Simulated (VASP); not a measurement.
```
WSe2
1.0
    1.66507    -2.88399     0.00000
    1.66507     2.88399     0.00000
    0.00000     0.00000    14.24982
W Se
2 4
Cartesian
  1.66507   0.96133   3.56246
  1.66507  -0.96133  10.68737
  1.66507   0.96133  12.36858
  1.66507  -0.96133   5.24367
  1.66507  -0.96133   1.88124
  1.66507   0.96133   9.00616
```

All values below come from PW91 GGA, VASP's PBE PAW potentials (set 64) (plane waves; VASP). Numerical set-up: 520 eV cut-off, 9×9×2 Γ-centred mesh, tetrahedra with Blöchl corrections, potentials W_sv Se.

The cores are frozen, which limits the accuracy of field gradients. Without a dispersion term in the relaxation, distances and binding between the weakly bound layers, chains or molecules are unreliable, and so is what depends on them.

**Question.** Give the principal components of the electric field gradient (V/Å²) and the asymmetry η at each nucleus.

**Answer.** 
| atom | Vxx | Vyy | Vzz | η |
|---|---|---|---|---|
| W1 | 76.4 | 76.4 | -152.9 | 0.00 |
| W2 | 76.4 | 76.4 | -152.9 | 0.00 |
| Se3 | 40.0 | 40.0 | -79.9 | 0.00 |
| Se4 | 40.0 | 40.0 | -79.9 | 0.00 |
| Se5 | 40.0 | 40.0 | -79.9 | 0.00 |
| Se6 | 40.0 | 40.0 | -79.9 | 0.00 |

The compound is WSe2 in the 2H layered structure. It was relaxed first, which changed the volume by +13 %.
